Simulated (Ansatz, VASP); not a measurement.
# SnSO: VASP beside Ansatz

One calculation is typed for both programs; each brings its own data sets. How far apart do they land? The cell is taken from a series of runs on this material, whose earlier steps may have relaxed, scaled, displaced or heated it; both programs get it as it stands.

Calculated with Ansatz 0.2.0; plane waves, with VASP 6.6.1 beside it; single point at HSE06.

### 1. The structure

The cell holds 3 atoms: 1 Sn, 1 O and 1 S. Its edges and angles: a = 3.463 Å, b = 3.463 Å, c = 28.200 Å, α = 90.0°, β = 90.0°, γ = 120.0°. Vacuum lies along c.

### 2. VASP: single point, HSE06

With cell and atoms fixed, the geometry can't cause a difference; cores, projectors, grids and the points listed under the comparison can.

Lines of VASP's logs that name or quote its potential files are left out, and so is its time.

The run reads the wave functions of an earlier VASP run, which isn't shown here.

INCAR reads:

```
SYSTEM = SnSO
PREC = Accurate
ENCUT = 520
EDIFF = 1E-06
NELM = 100
ISMEAR = 0
SIGMA = 0.01
LREAL = .FALSE.
ALGO = Normal
LHFCALC = .TRUE.
AEXX = 0.25
GGA = PE
HFSCREEN = 0.208
LASPH = .TRUE.
NBANDS = 19
PRECFOCK = Fast
LORBIT = 11
LWAVE = .FALSE.
LCHARG = .FALSE.
KPAR = 4
NCORE = 2
ISIF = 2
LDIPOL = .TRUE.
IDIPOL = 3
DIPOL = 0.5 0.5 0.504
LVHAR = .TRUE.
```

POSCAR reads:

```
SnSO
1.0
    3.4627542036      0.0000000000      0.0000000000
   -1.7313771018      2.9988331074      0.0000000000
    0.0000000000      0.0000000000     28.2000000000
Sn O S
1 1 1
Direct
    0.0000000000      0.0000000000      0.5105366103
    0.3333333333      0.6666666667      0.5439475184
    0.6666666667      0.3333333333      0.4560524816
```

KPOINTS reads:

```
Automatic mesh
0
Gamma
6 6 1
0 0 0
```

The projector-augmented-wave data sets are Sn_d, O and S (PBE family, release 64).

Started as:

```
$ mpirun -np 8 vasp_std
```

Numbers of over 12 decimals in the logs are rounded to 6 here.

The program printed:

```text
[banner, memory and clock lines left out]
running    8 mpi-ranks, on    1 nodes
 distrk:  each k-point on    2 cores,    4 groups
 distr:  one band on    2 cores,    1 groups

 POSCAR found type information on POSCAR SnO S
 POSCAR found :  3 types and       3 ions
 LDA part: xc-table for (Slater+PW92), standard interpolation
 found WAVECAR, reading the header
 POSCAR, INCAR and KPOINTS ok, starting setup
 FFT: planning ... GRIDC
 FFT: planning ... GRID_SOFT
 FFT: planning ... GRID
 reading WAVECAR
 the WAVECAR file was read successfully
 initial charge from wavefunction
 entering main loop
       N       E                     dE             d eps       ncg     rms          rms(c)
DAV:   1    -0.190274011393E+02   -0.19027E+02   -0.62008E-01   360   0.737E+00    0.139E+00
DAV:   2    -0.190364989963E+02   -0.90979E-02   -0.55070E-02   353   0.182E+00    0.904E-01
DAV:   3    -0.190347076758E+02    0.17913E-02   -0.80330E-03   381   0.772E-01    0.594E-01
DAV:   4    -0.190341738019E+02    0.53387E-03   -0.10292E-03   349   0.267E-01    0.332E-01
DAV:   5    -0.190339732116E+02    0.20059E-03   -0.52342E-04   382   0.186E-01    0.182E-01
DAV:   6    -0.190339186998E+02    0.54512E-04   -0.45375E-05   381   0.650E-02    0.105E-01
DAV:   7    -0.190338993721E+02    0.19328E-04   -0.30053E-05   379   0.434E-02    0.611E-02
DAV:   8    -0.190338937001E+02    0.56720E-05   -0.61857E-06   336   0.205E-02    0.360E-02
DAV:   9    -0.190338917707E+02    0.19294E-05   -0.25562E-06   294   0.142E-02    0.214E-02
DAV:  10    -0.190338920662E+02   -0.29548E-06   -0.89035E-07   277   0.855E-03
   1 F= -.19033892E+02 E0= -.19033892E+02  d E =-.465408E-22
```

Parts of OUTCAR (step 2):

```text
ion  position               nearest neighbor table
   1  0.000  0.000  0.511-   2 2.21   2 2.21   2 2.21   3 2.52   3 2.52   3 2.52
   2  0.333  0.667  0.544-   1 2.21   1 2.21   1 2.21
   3  0.667  0.333  0.456-   1 2.52   1 2.52   1 2.52

  LATTYP: Found a hexagonal cell.
 ALAT       =     3.4627542036
 C/A-ratio  =     8.1438064448

 Subroutine GETGRP returns: Found  6 space group operations
 (whereof  6 operations were pure point group operations)

The static configuration has the point symmetry C_3v.

 Found      7 irreducible k-points:

   k-points           NKPTS =      7   k-points in BZ     NKDIM =     36   number of bands    NBANDS=     19

   dimension x,y,z NGX =    28 NGY =   28 NGZ =  210
   dimension x,y,z NGXF=    56 NGYF=   56 NGZF=  420

   ENCUT  =  520.0 eV  38.22 Ry    6.18 a.u.   6.44  6.44 52.43*2*pi/ulx,y,z

   NELECT =      26.0000    total number of electrons

 k-points in reciprocal lattice and weights: Automatic mesh
   0.00000000  0.00000000  0.00000000       0.028
   0.16666667  0.00000000  0.00000000       0.167
   0.33333333  0.00000000  0.00000000       0.167
   0.50000000 -0.00000000  0.00000000       0.083
   0.16666667  0.16666667  0.00000000       0.167
   0.33333333  0.16666667  0.00000000       0.333
   0.33333333  0.33333333  0.00000000       0.056

  exchange ACFDT corr.  =         0.00000000  see jH, gK, PRB 81, 115126

 dipolmoment           0.000000      0.000000      0.008293 electrons x Angstroem

 average (electrostatic) potential at core
       1-105.1450       2 -72.9613       3 -91.1231

 E-fermi :  -4.8062

 k-point     1 :       0.0000    0.0000    0.0000
  band No.  band energies     occupation
    ...
      9      -7.9258      2.00000
     10      -7.9258      2.00000
     11      -6.9439      2.00000
     12      -4.8720      2.00000
     13      -4.8720      2.00000
     14      -3.1641      0.00000
     15       0.7980      0.00000
     16       1.8229      0.00000
     17       1.9743      0.00000
     18       2.2894      0.00000
    ...

 k-point     2 :       0.1667    0.0000    0.0000
  band No.  band energies     occupation
    ...
      9      -8.7367      2.00000
     10      -8.2195      2.00000
     11      -6.7005      2.00000
     12      -6.3842      2.00000
     13      -5.1169      2.00000
     14      -2.2090      0.00000
     15       1.0869      0.00000
     16       2.1892      0.00000
     17       2.3711      0.00000
     18       2.7124      0.00000
    ...

 k-point     3 :       0.3333    0.0000    0.0000
  band No.  band energies     occupation
    ...
      9      -9.7711      2.00000
     10      -8.7766      2.00000
     11      -7.7441      2.00000
     12      -6.4306      2.00000
     13      -5.4912      2.00000
     14      -1.6463      0.00000
     15       0.7653      0.00000
     16       2.8030      0.00000
     17       3.5566      0.00000
     18       3.9363      0.00000
    ...

  Total       -1.8180255     -1.8180255     -1.4149596      0.0000000      0.0000000      0.0000000
  in kB       -9.9468937     -9.9468937     -7.7416145      0.0000000      0.0000000      0.0000000
  external PRESSURE =      -9.2118007 kB  Pullay stress =       0.0000000 kB

  energy-cutoff  :      520.00
  volume of cell :      292.84
      direct lattice vectors                 reciprocal lattice vectors
     3.462754204  0.000000000  0.000000000     0.288787463  0.166731519  0.000000000
    -1.731377102  2.998833107  0.000000000     0.000000000  0.333463039  0.000000000
     0.000000000  0.000000000 28.200000000     0.000000000  0.000000000  0.035460993

 POSITION                                       TOTAL-FORCE (eV/Angst)
 -----------------------------------------------------------------------------------
      0.00000      0.00000     14.39713        -0.000000      0.000000     -0.084495
     -0.00000      1.99922     15.33932         0.000000      0.000000     -0.504858
      1.73138      0.99961     12.86068        -0.000000      0.000000      0.589352
 -----------------------------------------------------------------------------------
    total drift:                                0.000001     -0.000003     -0.000655

  FREE ENERGIE OF THE ION-ELECTRON SYSTEM (eV)
  ---------------------------------------------------
  free  energy   TOTEN  =       -19.0338920662 eV

  energy  without entropy=      -19.0338920662  energy(sigma->0) =      -19.03389207

 vacuum level on the upper side and lower side of the slab         2.202         2.058

 total charge
# of ion       s       p       d       tot
------------------------------------------
    1        0.947   0.987  10.206  12.140
    2        1.577   3.385   0.000   4.962
    3        1.359   2.391   0.000   3.749
--------------------------------------------------
tot          3.882   6.763  10.206  20.851

[... 3 further parts left out ...]
```

The k-mesh is coarse for exact exchange; levels may shift by about 0.1 eV on a finer one.

### 3. Ansatz: single point, HSE06

Ansatz runs on its PAW soft_1 files.

The same cell, functional and mesh now go to Ansatz, which takes its cutoff from its data sets.

input.yaml reads:

```yaml
crystal:
  lattice:
    - [3.4627542036, 0.0, 0.0]
    - [-1.7313771018, 2.9988331074, 0.0]
    - [0.0, 0.0, 28.2]
  atoms:
    - { symbol: Sn, position: [0.0, 0.0, 0.5105366103] }
    - { symbol: O, position: [0.3333333333, 0.6666666667, 0.5439475184] }
    - { symbol: S, position: [0.6666666667, 0.3333333333, 0.4560524816] }
  periodic: [true, true, false]
kpoints:
  mp_grid: { grid: [6, 6, 1] }
  band_path:
    path: [[0.0, 0.0, 0.0], [0.5, 0.0, 0.0], [0.3333333333, 0.3333333333, 0.0]]
    npoints: 1
hamiltonian:
  xc: hse06
  pseudopotentials: { kind: paw, azcp: { folder: soft_1 } }
scf:
  occupations: { method: fixed }
  n_extra_bands: 5
  convergence: { dr2_threshold: 1.0e-10 }
output:
  eigenvalues: true
```

Started as:

```
$ ansatz run input.yaml --threads 4 --pin off --max-ram 17510MiB --backend cpu --events-out ev --progress --plain --runs-dir out
```

The program printed:

```text
scf.n_extra_bands = 5 over 13 filled bands (N_el = 26.0): the run solves 18 bands
Engine: ansatz 0.2.0, aarch64-unknown-linux-gnu
Pseudopotentials: kind: paw
Pseudopotential: Sn, paw, valence charge 14, recommended cutoff 420 eV (normal), soft_1/Sn.paw.azcp
Pseudopotential: O, paw, valence charge 6, recommended cutoff 420 eV (normal), soft_1/O.paw.azcp
Pseudopotential: S, paw, valence charge 6, recommended cutoff 420 eV (normal), soft_1/S.paw.azcp
Functional definition: HSE06
  parameter a = 0.25
  parameter omega = 0.11/bohr
  exchange = pbe_x - a*pbe_x_sr(omega) + a*exact_x_sr(omega)
  correlation = pbe_c
davidson cushion auto → on  (no smearing: the cushion is to keep the highest requested band from converging to the state above it; pin scf.eigensolver.cushion to override)
Crystal: 3 atoms, lattice volume = 292.835 Å³
Basis set: ecut = 420 eV, 5741 PW (Γ)
Bands: 18, of which v1, the nominal top of the filled ones, is band 13 counted from 1 (12 counted from 0)
Symmetry: 6 space group operations
Space group: P3m1 (ITA 156), of the structure as read, at distance tolerance 6.6e-5 Å
k-points: 7 of 36 (time reversal used)
Non-local potential: Sn, projectors of the file, l = 0: 2, l = 1: 2, l = 2: 2, l = 3: 1
Non-local potential: O, projectors of the file, l = 0: 2, l = 1: 2, l = 2: 1
Non-local potential: S, projectors of the file, l = 0: 2, l = 1: 2, l = 2: 1
PAW form: soft (Blöchl's): semilocal exchange-correlation on the pseudo side does not see the compensation charge
PAW frozen core: Sn, regenerated for the run's functional, and the local potential with it (the file was generated under x = pbe(κ = 0.804, μ = 0.219515), c = pbe(β = 0.066725))
PAW frozen core: O, regenerated for the run's functional, and the local potential with it (the file was generated under x = pbe(κ = 0.804, μ = 0.219515), c = pbe(β = 0.066725))
PAW frozen core: S, regenerated for the run's functional, and the local potential with it (the file was generated under x = pbe(κ = 0.804, μ = 0.219515), c = pbe(β = 0.066725))
PAW one-centre angular grid: Sn, 590 points (default); XC on 64 Gauss nodes
PAW one-centre angular grid: O, 110 points (default); XC on 96 Gauss nodes
PAW one-centre angular grid: S, 110 points (default); XC on 64 Gauss nodes
Initial density: superposition of atomic densities (neutral atoms: chi_scale 0, normalization atom)
Initial wavefunctions: pseudopotential atomic-orbital guess
Functional: x = pbe(κ = 0.804, μ = 0.219515), c = pbe(β = 0.066725), warm-up for x = pbe(κ = 0.804, μ = 0.219515) + 0.25 (exact − pbe) at short range (hse, ω = 0.207870 Å⁻¹), c = pbe(β = 0.066725); HSE06 as pw.x's `hse` composes it (authors' and Libxc's form: `xc: wpbeh`)
iter 1 solved again at ethr=2.92e-2 eV; its pass at ethr=1.00e-1 eV (dr2=7.58e0 eV) is discarded
SCF iter   1: F=—  HF=-7495.506367 eV  |F-HF|=—  |Δ(HF+E_count)|=         —  Δρ=4.69e-2  dr2=7.54e0  ethr=2.92e-2  ⟨swp⟩=2.9  Hψ=719  notcnv=0
preconditioner: auto → none  [insulator: Δε(μ)=1.361 eV  Ē_g=17.667 eV  n_scr=16 (ndim 8)  ℏωp=11.1 eV  f_vac=0.778]
SCF iter   2: F=—  HF=-7495.424587 eV  |F-HF|=—  |Δ(HF+E_count)|=   8.18e-2  Δρ=5.88e-2  dr2=1.37e1  ethr=2.90e-2  ⟨swp⟩=5.6  Hψ=390  notcnv=0  defer=3
SCF iter   3: F=—  HF=-7493.853575 eV  |F-HF|=—  |Δ(HF+E_count)|=    1.57e0  Δρ=1.23e-2  dr2=2.21e0  ethr=2.90e-2  ⟨swp⟩=4.3  Hψ=341  notcnv=0  defer=1
iter 4 solved again at ethr=5.63e-4 eV; its pass at ethr=8.49e-3 eV (dr2=1.46e-1 eV) is discarded
SCF iter   4: F=—  HF=-7493.603032 eV  |F-HF|=—  |Δ(HF+E_count)|=   2.51e-1  Δρ=8.14e-3  dr2=1.45e-1  ethr=5.63e-4  ⟨swp⟩=4.3  Hψ=626  notcnv=0  defer=7
SCF iter   5: F=—  HF=-7493.585714 eV  |F-HF|=—  |Δ(HF+E_count)|=   1.73e-2  Δρ=2.90e-3  dr2=2.17e-2  ethr=5.57e-4  ⟨swp⟩=3.7  Hψ=316  notcnv=0  defer=1
SCF iter   6: F=—  HF=-7493.583744 eV  |F-HF|=—  |Δ(HF+E_count)|=   1.97e-3  Δρ=8.69e-4  dr2=4.03e-3  ethr=8.33e-5  ⟨swp⟩=3.4  Hψ=311  notcnv=0  defer=1
SCF iter   7: F=—  HF=-7493.583413 eV  |F-HF|=—  |Δ(HF+E_count)|=   3.31e-4  Δρ=2.34e-4  dr2=1.42e-4  ethr=1.55e-5  ⟨swp⟩=3.7  Hψ=348  notcnv=0  defer=2
SCF iter   8: F=-7493.583373 eV  HF=-7493.583416 eV  |F-HF|=4.31e-5  |Δ(HF+E_count)|=   2.44e-6  Δρ=1.07e-4  dr2=5.54e-5  ethr=5.46e-7  ⟨swp⟩=4.7  Hψ=428  notcnv=0  defer=2
SCF 1 stopped early in 8 iterations: F = -7493.583373 eV  dr2 = 5.54e-5
  greatest PAW one-centre occupation: 0.994 electrons in one spin orbital (limit 2), on the Sn atom at site 0 (counted from 0), in its partial waves of l = 2
Initial density: handed on by an earlier stage of this run
Initial wavefunctions: those handed on with the density
Functional: x = pbe(κ = 0.804, μ = 0.219515) + 0.25 (exact − pbe) at short range (hse, ω = 0.207870 Å⁻¹), c = pbe(β = 0.066725); HSE06 as pw.x's `hse` composes it (authors' and Libxc's form: `xc: wpbeh`)
Exchange kernel: α = 0.2500, screened, ω = 0.2079 Å⁻¹, Wigner–Seitz truncation, v(0) = 1045.9326 eV·Å³, q-mesh 6×6×1, nearest image of the exchange supercell L = 20.78 Å, pair-density grid 20×20×135, without the augmentation charges, whose exchange is taken in its separable form by FFT convolution over the k-point mesh (sized by the pseudopotential files, 24×24×192 at the most), smooth part of the exact exchange by density-matrix convolution
Frozen-core exchange: fock
[...]
preconditioner: auto → none  [insulator: Δε(μ)=1.689 eV  Ē_g=19.881 eV  n_scr=16 (ndim 8)  ℏωp=11.1 eV  f_vac=0.789]
[...]
SCF 2 stopped early in 7 iterations: F = -7497.882501 eV  dr2 = 1.50e-6
hybrid outer 1: dexx = +1.262e-2 eV, tail = 3.40e-5 eV
Exchange kernel: α = 0.2500, screened, ω = 0.2079 Å⁻¹, Wigner–Seitz truncation, v(0) = 1045.9326 eV·Å³, q-mesh 6×6×1, nearest image of the exchange supercell L = 20.78 Å, pair-density grid 20×20×135, without the augmentation charges, whose exchange is taken in its separable form by FFT convolution over the k-point mesh (sized by the pseudopotential files, 24×24×192 at the most), smooth part of the exact exchange by density-matrix convolution
Frozen-core exchange: fock
SCF iter   1: F=—  HF=-7497.882179 eV  |F-HF|=—  |Δ(HF+E_count)|=         —  Δρ=1.86e-5  dr2=1.04e-6  ethr=6.54e-7  ⟨swp⟩=4.1  Hψ=314  notcnv=0
preconditioner: auto → none  [insulator: Δε(μ)=1.733 eV  Ē_g=19.924 eV  n_scr=16 (ndim 8)  ℏωp=11.1 eV  f_vac=0.790]
SCF iter   2: F=—  HF=-7497.882180 eV  |F-HF|=—  |Δ(HF+E_count)|=   9.21e-7  Δρ=1.06e-5  dr2=4.47e-7  ethr=3.66e-9  ⟨swp⟩=5.7  Hψ=504  notcnv=0  defer=2
SCF iter   3: F=—  HF=-7497.882180 eV  |F-HF|=—  |Δ(HF+E_count)|=   2.91e-8  Δρ=5.26e-6  dr2=1.87e-7  ethr=1.60e-9  ⟨swp⟩=2.1  Hψ=282  notcnv=0  defer=2
iter 4 solved again at ethr=2.93e-11 eV; its pass at ethr=5.96e-10 eV (dr2=7.61e-9 eV) is discarded
SCF iter   4: F=—  HF=-7497.882180 eV  |F-HF|=—  |Δ(HF+E_count)|=   1.76e-8  Δρ=1.61e-6  dr2=1.29e-8  ethr=2.93e-11  ⟨swp⟩=4.4  Hψ=648  notcnv=0  defer=1
SCF iter   5: F=—  HF=-7497.882180 eV  |F-HF|=—  |Δ(HF+E_count)|=   5.04e-8  Δρ=9.65e-7  dr2=3.61e-9  ethr=2.93e-11  ⟨swp⟩=6.0  Hψ=464  notcnv=0  defer=5
SCF iter   6: F=—  HF=-7497.882180 eV  |F-HF|=—  |Δ(HF+E_count)|=  7.82e-10  Δρ=3.40e-7  dr2=7.76e-10  ethr=1.33e-11  ⟨swp⟩=4.6  Hψ=363  notcnv=0  defer=2
SCF iter   7: F=—  HF=-7497.882180 eV  |F-HF|=—  |Δ(HF+E_count)|=  8.00e-11  Δρ=1.22e-7  dr2=2.16e-10  ethr=2.38e-12  ⟨swp⟩=3.7  Hψ=320  notcnv=0  defer=1
SCF iter   8: F=—  HF=-7497.882180 eV  |F-HF|=—  |Δ(HF+E_count)|=   1.31e-9  Δρ=2.14e-7  dr2=1.92e-10  ethr=1.00e-12  ⟨swp⟩=8.4  Hψ=488  notcnv=0
SCF iter   9: F=-7497.882180 eV  HF=-7497.882180 eV  |F-HF|=1.27e-11  |Δ(HF+E_count)|=  5.82e-11  Δρ=3.89e-8  dr2=1.18e-11  ethr=1.00e-12  ⟨swp⟩=3.6  Hψ=320  notcnv=0
SCF 3 converged in 9 iterations: F = -7497.882180 eV  dr2 = 1.18e-11
hybrid outer 2: dexx = +5.894e-7 eV, tail = 1.03e-8 eV, Δε = 2.56e-3 eV (about 5.77e-5 eV left of the loop's levels)
NSCF: frozen V_eff on 3 k-points
hybrid SCF converged: 2 outer / 16 inner (+8 warm-up), last move |dexx| = 5.89e-7 eV, tail = 1.03e-8 eV
Stability not checked: this state was not tested for a lower state beside it, because the functional holds exact exchange (a hybrid, or Hartree-Fock), whose exchange loop this test does not read (fock_operator; see scf.lower_state_search)
Free energy (F): -7497.882179 eV
Frozen-core exchange: fock
Harris-Foulkes:  -7497.882179 eV  (|F-HF|=1.27e-11)
Internal energy: -7497.882179 eV  (E = F + TS)
E sigma→0 (E₀):  -7497.882179 eV
Fermi energy:    -7.014749 eV
--- Per-component energies (eV) ---
  E_band       = -521.702545
  E_kinetic    = 441.103251
  E_local      = -36283.791400  (includes V_loc(G=0)·N_el)
  E_nonlocal   = 227.494357
  E_hartree    = 17886.612463
  E_xc         = -228.646546
  E_vxc        = -202.356721  (∫ρ·V_xc dr)
  E_exx        = -66.991206  (= α·E_x^exact, valence–valence)
  E_paw        = -5137.121663  (= ΣΔE_a)
  E_vpaw       = -343.395341  (= ΣTr[D̂ρ^β])
  E_aug_tail   = 0.001013  (compensation charges beyond the density's cutoff)
  E_ewald      = 15663.318683
  E_core_change = 0.138868  (= ΣΔE_core)
  E_smearing   = -0.000000  (= −TS)
  E_closure    = 0.000000  (closes the sum)
  Σ components = -7497.882179   (vs F -7497.882179, Δ=0.00e0)
--- Band table (eV; the first three rows and the last of 7) ---
  k-point 0: bands = [... 9 lower, -10.0521, -9.0734, -7.0147, -7.0147, -5.2809, -1.3648, -0.2793, -0.1254, ... 1 higher]
  k-point 1: bands = [... 9 lower, -10.3466, -8.8333, -8.5277, -7.2590, -4.3246, -1.0607, 0.0202, 0.3448, ... 1 higher]
  k-point 2: bands = [... 9 lower, -10.9053, -9.8814, -8.5611, -7.6321, -3.7653, -1.3759, 0.6499, 1.4859, ... 1 higher]
  k-point 6: bands = [... 9 lower, -11.5971, -11.0398, -8.8679, -8.1303, -2.9434, 0.1784, 1.2069, 1.4239, ... 1 higher]
  the weakly bound empty levels are not read free of the cell's end (exact_exchange)
```

In the SCF lines HF is the Harris–Foulkes energy and dr2 the Hartree energy of the density residual, in eV; the loop may stop once dr2 is under the threshold and the program's other checks hold. Hψ counts applications of the Hamiltonian.

### 4. Differences

Known differences besides the potentials themselves: exact exchange at q = 0 is treated differently, which shows on coarse meshes; VASP keeps PBE cores, Ansatz makes them for the functional; fixed occupations in Ansatz, narrow Gaussian smearing in VASP; Ansatz cuts the interaction across the vacuum, VASP repeats the sheet with a dipole correction; the cutoff is 420 eV in Ansatz and 520 eV in VASP; VASP takes a coarser grid for exact exchange (PRECFOCK = Fast). Total energies have different zeros and are not compared.

Both answers:

| quantity | Ansatz | VASP | difference |
| --- | --- | --- | --- |
| gap on the k mesh (eV) | 1.734 | 1.708 | +0.026 |

A gap on the mesh is an upper bound, since the band edges may lie between its points. With vacuum in the cell, a pressure given here is an average over mostly empty space and none of the material.

### 5. What came out

| Item | Value |
| --- | --- |
| difference in gap on the k mesh (single point, HSE06) | 0.026 eV |

**Reading.** The difference in gap on the k mesh is 0.026 eV (single point, HSE06), within the 0.08 eV picked in this series as the mark of a large difference. Such differences can come from data sets, numerical settings and the points named under the comparisons, not from the functional's error against experiment.

[Lines on the potential files, build, host, timing and source positions are cut from VASP's logs without a mark.]

[Logs are printed without paths, hosts, clocks, repeated set-up lines and the standing remarks that a program may print on its own settings, such as how far it seeks lower states.]

[Hosts, paths, dates, database ids (printed as entryN), source tags and the programs' standing remarks are cut or masked in the printed files.]
